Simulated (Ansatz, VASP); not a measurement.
# One calculation of SnAs, two programs

File INCAR:

```
ALGO = Fast
EDIFF = 1E-6
EDIFFG = -0.005
ENCUT = 600
IBRION = 2
ISIF = 3
ISMEAR = 0
LASPH = T
LCHARG = F
LREAL = F
LWAVE = F
NELM = 100
NSW = 100
PREC = Accurate
SIGMA = 0.1
```

The input KPOINTS:

```
k-points
0
Gamma
  12 12 12
```

POSCAR

```
SnAs
1.0
    0.0000000000      2.8405000000      2.8405000000
    2.8405000000      0.0000000000      2.8405000000
    2.8405000000      2.8405000000      0.0000000000
Sn As
1 1
Direct
    0.0000000000      0.0000000000      0.0000000000
    0.5000000000      0.5000000000      0.5000000000
```

Input for Ansatz:

```yaml
crystal:
  lattice:
    - [0.0, 2.8405, 2.8405]
    - [2.8405, 0.0, 2.8405]
    - [2.8405, 2.8405, 0.0]
  atoms:
    - { symbol: Sn, position: [0.0, 0.0, 0.0] }
    - { symbol: As, position: [0.5, 0.5, 0.5] }
basis:
  ecutwfc: 420
kpoints:
  mp_grid: { grid: [12, 12, 12] }
hamiltonian:
  xc: lda
scf:
  occupations: { method: gaussian, width: 0.1 }
output:
  forces: true
  stress: true
  eigenvalues: true
  write_density: true
  write_potential: true
  elf: true
  volumetric_format: npy
relax:
  adjacent_minimum: "off"
  f_tol: 0.005
  max_steps: 80
  cell: { stress_tol: 0.05 }
```

Alike in both runs: task relaxation of cell and atoms; functional LDA; k mesh 12 × 12 × 12; occupations gaussian, width 0.1 eV; no spin polarisation.

|  | VASP | Ansatz |
| --- | --- | --- |
| version | VASP 6.6.1 | Ansatz 0.2.0 |
| potentials or method | VASP PAW LDA potentials, release 64 (Sn_d, As) | scalar-relativistic, plane waves, PAW |
| plane-wave cutoff (eV) | 600 | 420 |
| valence electrons in the cell | 19 | 29 |

|  | VASP | Ansatz | Ansatz less VASP |
| --- | --- | --- | --- |
| gap on the k mesh at the Fermi level, each at its own relaxed structure (eV) | none | none | - |
| relaxed volume (Å³/atom) | 22.83 | 22.77 | -0.055 |
| relaxed cell length with the largest relative difference (Å) | 4.012 | 4.008 | -0.0032 |

A gap of «none» marks a metal or a gap that the smearing closes. The two sets of potentials don't hold the same shells in valence.

LDA usually gives volumes a few per cent too small. Zero-point motion and thermal expansion aren't in these numbers.
